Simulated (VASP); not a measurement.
Method: AM05 GGA, VASP's PBE PAW potentials (set 64) (plane waves; VASP).

Input for VASP

**INCAR**
```
SYSTEM = BaTiO3
PREC = Accurate; ENCUT = 520; LREAL = .False.
LASPH = .True.
EDIFF = 1E-7; NELM = 100; ALGO = Normal
LMAXMIX = 4
ISMEAR = 0; SIGMA = 0.05
GGA = AM
IBRION = 2; NSW = 30; ISIF = 4
EDIFFG = -0.01
LWAVE = .False.; LCHARG = .False.
```

**KPOINTS**
```
Automatic mesh
0
Gamma
6 6 6
0 0 0
```

POSCAR:
```
BaTiO3
1.0
  4.0436599525   0.0000000000   0.0000000000
  0.0000000000   4.0436599525   0.0000000000
  0.0000000000   0.0000000000   4.1949633698
Ba Ti O
1 1 3
Direct
  0.0000000000   0.0000000000   0.0052854951
  0.5000000000   0.5000000000   0.5244121229
  0.5000000000   0.5000000000   0.9672671412
  0.0000000000   0.5000000000   0.4835176205
  0.5000000000   0.0000000000   0.4835176205
```

POTCAR, in this order: Ba_sv Ti_sv O (PBE.64 set). Program: vasp_std.

Unless said otherwise, spin-orbit coupling is left out, though it shifts the bands of the heavy elements here.

**Question.** What does the run give for the energy per atom (σ→0), band gap (on the k-mesh)?

**Answer.** 
```json
{
  "energy per atom (σ→0)": "-8.148 eV/atom",
  "band gap (on the k-mesh)": "1.75 eV"
}
```

File OSZICAR:
```
...
       N       E                     dE             d eps       ncg     rms          rms(c)
DAV:   1    -0.407401363292E+02   -0.15463E-03   -0.54836E-02  2232   0.265E+00    0.135E-01
DAV:   2    -0.407401777145E+02   -0.41385E-04   -0.41370E-03  1976   0.462E-01    0.896E-02
DAV:   3    -0.407400375030E+02    0.14021E-03   -0.34000E-04  2640   0.152E-01    0.291E-02
DAV:   4    -0.407400231939E+02    0.14309E-04   -0.84831E-05  2736   0.803E-02    0.132E-02
DAV:   5    -0.407400218263E+02    0.13676E-05   -0.11054E-05  2672   0.315E-02    0.379E-03
DAV:   6    -0.407400218083E+02    0.17958E-07   -0.82889E-07  2512   0.724E-03
  16 F= -.40740022E+02 E0= -.40740022E+02  d E =-.162771E-03
```

The compound is BaTiO3 in the tetragonal perovskite structure. This cell is one point of a volume scan, at 1.06 of the reference volume. Symmetry was kept, so distortions that lower it aren't found.
